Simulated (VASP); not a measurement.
# Ta3Os (Fm-3m) in VASP: single point with LDA

Aim: the single point of Ta3Os with LDA.

Program: VASP 6.6.1. These are calculated values, not measurements. Logs are shortened: lines on timing, memory, paths and dates and some standing lists are left out, and cuts for length are marked.

## Step 1: The structure

The structure is cubic, space group Fm-3m (No. 225). Conventional cell: a = 6.446 Å, b = 6.446 Å, c = 6.446 Å, α = 90.00°, β = 90.00°, γ = 90.00°. Around Ta (site symmetry -43m) lie 4 Ta at 2.79 Å and 4 Os at 2.79 Å. Around Ta (site symmetry m-3m) lie 8 Ta at 2.79 Å. Os (site symmetry m-3m) has 8 Ta at 2.79 Å as nearest neighbours.

The cell comes from a database or a generator and needn't be the stable form of this composition.

## Step 2: Single point, LDA

Input file INCAR:

```
  PREC = Accurate
  ENCUT = 520
  EDIFF = 1E-7
  ISMEAR = 0
  SIGMA = 0.1
  LREAL = False
  LASPH = True
  NELM = 100
  ALGO = Fast
  ISIF = 2
  LWAVE = False
  LCHARG = False
  NBANDS = 28
```

Input file KPOINTS:

```
Automatic mesh
0
Gamma
  6 6 6
```

Input file POSCAR:

```
Ta3Os
1.0
    0.0000000000      3.2228200000      3.2228200000
    3.2228200000      0.0000000000      3.2228200000
    3.2228200000      3.2228200000      0.0000000000
Ta Os
3 1
Direct
    0.2500000000      0.2500000000      0.2500000000
    0.7500000000      0.7500000000      0.7500000000
    0.5000000000      0.5000000000      0.5000000000
    0.0000000000      0.0000000000      0.0000000000
```

Potentials or basis: VASP PAW LDA potentials, release 64 (Ta_pv, Os).

Run with:

```console
$ cat potpaw_LDA.64/Ta_pv/POTCAR potpaw_LDA.64/Os/POTCAR > POTCAR
$ mpirun -np 1 vasp_std > vasp.out
```

OUTCAR:

```text
PREC = Accurate
   ENCUT = 520
   EDIFF = 1E-7
   ISMEAR = 0
   LREAL = False
   LASPH = True
   NELM = 100
   ISIF = 2

 ion  position               nearest neighbor table
   1  0.250  0.250  0.250-   4 2.79   4 2.79   4 2.79   3 2.79   4 2.79   3 2.79   3 2.79   3 2.79
                             2 3.22   2 3.22   2 3.22   2 3.22   2 3.22   2 3.22
   2  0.750  0.750  0.750-   3 2.79   3 2.79   3 2.79   3 2.79   4 2.79   4 2.79   4 2.79   4 2.79
                             1 3.22   1 3.22   1 3.22   1 3.22   1 3.22   1 3.22
   3  0.500  0.500  0.500-   1 2.79   1 2.79   1 2.79   1 2.79   2 2.79   2 2.79   2 2.79   2 2.79
                             4 3.22   4 3.22   4 3.22   4 3.22   4 3.22   4 3.22
   4  0.000  0.000  0.000-   2 2.79   2 2.79   2 2.79   1 2.79   2 2.79   1 2.79   1 2.79   1 2.79
                             3 3.22   3 3.22   3 3.22   3 3.22   3 3.22   3 3.22

  LATTYP: Found a face centered cubic cell.
 ALAT       =     6.4456400000

  Lattice vectors:

 A1 = (   0.0000000000,   3.2228200000,   3.2228200000)
 A2 = (   3.2228200000,   0.0000000000,   3.2228200000)
 A3 = (   3.2228200000,   3.2228200000,   0.0000000000)

Analysis of symmetry for initial positions (statically):
=====================================================================
 Subroutine PRICEL returns:
 Original cell was already a primitive cell.

 Routine SETGRP: Setting up the symmetry group for a
 face centered cubic supercell.

 Subroutine GETGRP returns: Found 48 space group operations
 (whereof 48 operations were pure point group operations)
 out of a pool of 48 trial point group operations.

The static configuration has the point symmetry O_h .

Analysis of symmetry for dynamics (positions and initial velocities):
=====================================================================
 Subroutine PRICEL returns:
 Original cell was already a primitive cell.

 Routine SETGRP: Setting up the symmetry group for a
 face centered cubic supercell.

 Subroutine GETGRP returns: Found 48 space group operations
 (whereof 48 operations were pure point group operations)
 out of a pool of 48 trial point group operations.

The dynamic configuration has the point symmetry O_h .

 Subroutine INISYM returns: Found 48 space group operations
 (whereof 48 operations are pure point group operations),
 and found     1 'primitive' translations

----------------------------------------------------------------------------------------

                                     Primitive cell

  volume of cell :      66.9481

  direct lattice vectors                    reciprocal lattice vectors
     0.000000000  3.222820000  3.222820000    -0.155143632  0.155143632  0.155143632
     3.222820000  0.000000000  3.222820000     0.155143632 -0.155143632  0.155143632
     3.222820000  3.222820000  0.000000000     0.155143632  0.155143632 -0.155143632

  length of vectors
     4.557755753  4.557755753  4.557755753     0.268716653  0.268716653  0.268716653

  position of ions in fractional coordinates (direct lattice)
     0.250000000  0.250000000  0.250000000
     0.750000000  0.750000000  0.750000000
     0.500000000  0.500000000  0.500000000
     0.000000000  0.000000000  0.000000000

  ion indices of the primitive-cell ions
   primitive index   ion index
                 1           1
                 2           2
                 3           3
                 4           4

----------------------------------------------------------------------------------------

 KPOINTS: Automatic mesh

Automatic generation of k-mesh.
 Grid dimensions read from file:
 generate k-points for:    6    6    6

 Generating k-lattice:

  Cartesian coordinates                     Fractional coordinates (reciprocal lattice)
    -0.025857272  0.025857272  0.025857272     0.166666667  0.000000000  0.000000000
     0.025857272 -0.025857272  0.025857272     0.000000000  0.166666667  0.000000000
     0.025857272  0.025857272 -0.025857272     0.000000000  0.000000000  0.166666667

  Length of vectors
     0.044786109  0.044786109  0.044786109

  Shift w.r.t. Gamma in fractional coordinates (k-lattice)
     0.000000000  0.000000000  0.000000000

 Subroutine IBZKPT returns following result:
 ===========================================

 Found     16 irreducible k-points:

 Following reciprocal coordinates:
            Coordinates               Weight
  0.000000  0.000000  0.000000      1.000000
  0.166667  0.000000  0.000000      8.000000
  0.333333  0.000000  0.000000      8.000000
  0.500000  0.000000  0.000000      4.000000
  0.166667  0.166667  0.000000      6.000000
  0.333333  0.166667  0.000000     24.000000
[... 8 lines left out ...]
 -0.333333  0.333333  0.166667     24.000000
 -0.333333  0.500000  0.166667     12.000000
   k-points           NKPTS =     16   k-points in BZ     NKDIM =     16   number of bands    NBANDS=     28
   number of dos      NEDOS =    301   number of ions     NIONS =      4
   total plane-waves  NPLWV =  46656
   dimension x,y,z NGX =    36 NGY =   36 NGZ =   36
   dimension x,y,z NGXF=    72 NGYF=   72 NGZF=   72
   ions per type =               3   1
   NGX,Y,Z   is equivalent  to a cutoff of  13.13, 13.13, 13.13 a.u.
   NGXF,Y,Z  is equivalent  to a cutoff of  26.26, 26.26, 26.26 a.u.
 SYSTEM =  unknown system
   PREC   = accura    normal or accurate (medium, high low for compatibility)
   ISTART =      0    job   : 0-new  1-cont  2-samecut
   ICHARG =      2    charge: 1-file 2-atom 10-const
   ISPIN  =      1    spin polarized calculation?
   LNONCOLLINEAR =      F non collinear calculations
   LSORBIT =      F    spin-orbit coupling
   LASPH  =      T    aspherical Exc in radial PAW
   ENCUT  =  520.0 eV  38.22 Ry    6.18 a.u.   8.47  8.47  8.47*2*pi/ulx,y,z
   NELM   =    100;   NELMIN=  2; NELMDL= -5     # of ELM steps
   EDIFF  = 0.1E-06   stopping-criterion for ELM
   LREAL  =      F    real-space projection
   EDIFFG = 0.1E-05   stopping-criterion for IOM
   NSW    =      0    number of steps for IOM
   IBRION =     -1    ionic relax: 0-MD 1-quasi-New 2-CG
   NFREE  =      0    steps in history (QN), initial steepest desc. (CG)
   ISIF   =      2    stress and relaxation
   ISYM   =      2    0-nonsym 1-usesym 2-fastsym
   POTIM  = 0.5000    time-step for ionic-motion
   TEBEG  =    0.0;   TEEND  =   0.0 temperature during run
   PSTRESS=    0.0 pullay stress
   NELECT =      41.0000    total number of electrons
   NUPDOWN=      -1.0000    fix difference up-down
   EMIN   =  10.00;   EMAX   =-10.00  energy-range for DOS
   EFERMI =   0.00;   METHOD = LEGACY
   ISMEAR =     0;   SIGMA  =   0.10  broadening in eV -4-tet -1-fermi 0-gaus
   EFERMI_NEDOS =   21; number of points for ismear=-14 and -15
   IALGO  =     68    algorithm
   IMIX   =      4    mixing-type and parameters
     AMIX     =   0.40;   BMIX     =  1.00
     AMIX_MAG =   1.60;   BMIX_MAG =  1.00
  volume/ion in A,a.u.               =      16.74       112.95
  Fermi-wavevector in a.u.,A,eV,Ry     =   1.390241  2.627174 26.296930  1.932770
  Thomas-Fermi vector in A             =   2.514195
   LORBIT       =      0    0 simple, 1 ext, 2 COOP (PROOUT), +10 PAW based schemes
   GGA     = CA    functional components
   LHFCALC =     F    Hartree Fock is set to
   AEXX    =    0.0000 exact exchange contribution
   IVDW    =     0    specifies the selected vdW correction
   LEPSILON=     F    determine dielectric tensor
   LRPA    =     F    only Hartree local field effects (RPA)
 non-spin polarized calculation
 RMM-DIIS sequential band-by-band and
 Gauss-broadening in eV      SIGMA  =   0.10
  energy-cutoff  :      520.00
  volume of cell :       66.95
 maximum number of plane-waves:      1820
 NGX is ok and might be reduce to    36
   NGX = 17   NGY = 17   NGZ = 17

 number of electron      40.9999998 magnetization

 Free energy of the ion-electron system (eV)
  ---------------------------------------------------
  ext. energy  EPLUGINS =         0.00000000
  ---------------------------------------------------
  free energy    TOTEN  =       -52.14364262 eV

  energy without entropy =      -52.13352593  energy(sigma->0) =      -52.13858428

 E-fermi :   6.5169     XC(G=0): -13.1796

 val. band max:        6.5113795603   @ k =  -0.3333   0.5000   0.1667
 cond. band min:       6.5471066911   @ k =   0.5000   0.3333   0.1667
 fundamental gap:      0.0357271308
 Fermi energy:         6.5168977411

 k-point     1 :       0.0000    0.0000    0.0000
  band No.  band energies     occupation
      1     -27.5074      2.00000
      2     -27.5074      2.00000
      3     -27.5074      2.00000
      4     -27.5015      2.00000
      5     -27.5015      2.00000
      6     -27.5015      2.00000
[... 20 lines left out ...]
     27      11.4328      0.00000
     28      12.5120      0.00000

 k-point     2 :       0.1667    0.0000    0.0000
  band No.  band energies     occupation
      1     -27.6148      2.00000
      2     -27.5782      2.00000
      3     -27.5782      2.00000
      4     -27.4403      2.00000
      5     -27.4403      2.00000
      6     -27.3658      2.00000
[... 20 lines left out ...]
     27      10.9874      0.00000
     28      10.9931      0.00000

 k-point     3 :       0.3333    0.0000    0.0000
  band No.  band energies     occupation
      1     -27.6362      2.00000
      2     -27.6362      2.00000
      3     -27.6219      2.00000
      4     -27.4019      2.00000
      5     -27.4019      2.00000
      6     -27.3451      2.00000
[... 20 lines left out ...]
     27      10.6398      0.00000
     28      10.6823      0.00000

 k-point     4 :       0.5000    0.0000    0.0000
  band No.  band energies     occupation
      1     -27.6580      2.00000
      2     -27.6580      2.00000
      3     -27.5849      2.00000
      4     -27.3953      2.00000
      5     -27.3899      2.00000
      6     -27.3899      2.00000
[... 330 lines left out ...]
     27      10.0618      0.00000
     28      10.7916      0.00000

 k-point    15 :      -0.3333    0.3333    0.1667
  band No.  band energies     occupation
      1     -27.7994      2.00000
      2     -27.6290      2.00000
      3     -27.6009      2.00000
      4     -27.4855      2.00000
      5     -27.2839      2.00000
      6     -27.2665      2.00000
[... 20 lines left out ...]
     27      10.3704      0.00000
     28      10.6461      0.00000

 k-point    16 :      -0.3333    0.5000    0.1667
  band No.  band energies     occupation
      1     -27.8334      2.00000
      2     -27.7116      2.00000
      3     -27.5443      2.00000
      4     -27.4574      2.00000
      5     -27.2527      2.00000
      6     -27.2379      2.00000
[... 20 lines left out ...]
     27      10.3759      0.00000
     28      10.6115      0.00000

------------------------ aborting loop because EDIFF is reached ----------------------------------------

  FORCE on cell =-STRESS in cart. coord.  units (eV):
  Direction    XX          YY          ZZ          XY          YZ          ZX
  --------------------------------------------------------------------------------------
  -------------------------------------------------------------------------------------
  Total       -4.0678770     -4.0678770     -4.0678770      0.0000000      0.0000000      0.0000000
  in kB      -97.3509618    -97.3509618    -97.3509618      0.0000000      0.0000000      0.0000000
  external PRESSURE =     -97.3509618 kB  Pullay stress =       0.0000000 kB

 VOLUME and BASIS-vectors are now :
 -----------------------------------------------------------------------------
  energy-cutoff  :      520.00
  volume of cell :       66.95
      direct lattice vectors                 reciprocal lattice vectors
     0.000000000  3.222820000  3.222820000    -0.155143632  0.155143632  0.155143632
     3.222820000  0.000000000  3.222820000     0.155143632 -0.155143632  0.155143632
     3.222820000  3.222820000  0.000000000     0.155143632  0.155143632 -0.155143632

 POSITION                                       TOTAL-FORCE (eV/Angst)
 -----------------------------------------------------------------------------------
      1.61141      1.61141      1.61141         0.000000      0.000000     -0.000000
      4.83423      4.83423      4.83423        -0.000000     -0.000000      0.000000
      3.22282      3.22282      3.22282         0.000000      0.000000      0.000000
      0.00000      0.00000      0.00000         0.000000      0.000000      0.000000
 -----------------------------------------------------------------------------------
    total drift:                                0.000000      0.000000      0.000000

  FREE ENERGIE OF THE ION-ELECTRON SYSTEM (eV)
  ---------------------------------------------------
  free  energy   TOTEN  =       -52.1436426242 eV

  energy  without entropy=      -52.1335259342  energy(sigma->0) =      -52.13858428
```

It took 34 s on 1 thread of Intel Xeon Platinum 8488C (Sapphire Rapids), shared host; peak memory 0.18 GiB.

Results:

```
Free energy            : -52.1436 eV
Pressure               : -9.7 GPa
Band gap on the k mesh : none (metal or under the smearing width)
```

Spin-orbit coupling is left out, which matters for the levels of Os, Ta.
